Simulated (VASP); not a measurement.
Calculation: r2SCAN meta-GGA, VASP's PBE PAW potentials (set 64) (plane waves; VASP 6.6.1).

VASP ran on this input.

### INCAR
```
! general
SYSTEM  = AuZn
PREC    = Accurate
ENCUT   = 480
LREAL   = .False.   ! projection in real space or not
LASPH   = .True.   ! aspherical one-centre terms

! electronic loop
EDIFF   = 1E-7   ! SCF stop (eV)
NELM    = 100   ! most electronic steps
ALGO    = Normal
LMAXMIX = 6   ! l cut-off of mixed one-centre charges
LMIXTAU = .True.

! smearing
ISMEAR  = 1   ! Methfessel-Paxton
SIGMA   = 0.1   ! width (eV)

! functional
METAGGA = R2SCAN

! ions
ISIF    = 2   ! forces and stress, cell fixed

! output
LWAVE   = .False.
LCHARG  = .False.
```

### POSCAR
```
AuZn
6.2946340
  0.5000000367   0.0000000000   0.0000000000
  0.0000000000   0.5000000367   0.0000000000
  0.0000000000   0.0000000000   0.5000000367
Zn Au
1 1
Cartesian
  0.2500000183   0.2500000183   0.2500000183
  0.0000000000   0.0000000000   0.0000000000
```

KPOINTS:
```
Automatic mesh
0
Gamma
10 10 10
0 0 0
```

POTCAR, in this order: Zn Au (PBE.64 set). Program: vasp_std.

Unless said otherwise, spin-orbit coupling is left out, though it shifts the bands of the heavy elements here.

**Question.** What does the run give for the energy per atom (σ→0), band gap (on the k-mesh)?

**Answer.** 
energy per atom (σ→0): -29.969 eV/atom
band gap (on the k-mesh): none (metal, semimetal or under 0.01 eV)

File OSZICAR:
```
...
DAV:  10    -0.599374448013E+02   -0.13048E-02   -0.60730E-03  1862   0.852E-01    0.733E-02
DAV:  11    -0.599375664956E+02   -0.12169E-03   -0.26964E-03  1813   0.596E-01    0.536E-02
DAV:  12    -0.599378285745E+02   -0.26208E-03   -0.19256E-04  1785   0.156E-01    0.312E-02
DAV:  13    -0.599378270274E+02    0.15471E-05   -0.40232E-05  1890   0.920E-02    0.117E-02
DAV:  14    -0.599378448374E+02   -0.17810E-04   -0.28219E-05  1827   0.805E-02    0.341E-03
DAV:  15    -0.599378447677E+02    0.69680E-07   -0.16261E-06  1848   0.212E-02    0.194E-03
DAV:  16    -0.599378447337E+02    0.34011E-07   -0.20404E-07  1503   0.673E-03
   1 F= -.59937845E+02 E0= -.59937564E+02  d E =-.841443E-03
```

The compound is AuZn in the CsCl type structure. It was relaxed first. The electron count is odd and the run is not spin-polarised, which forces a metal.
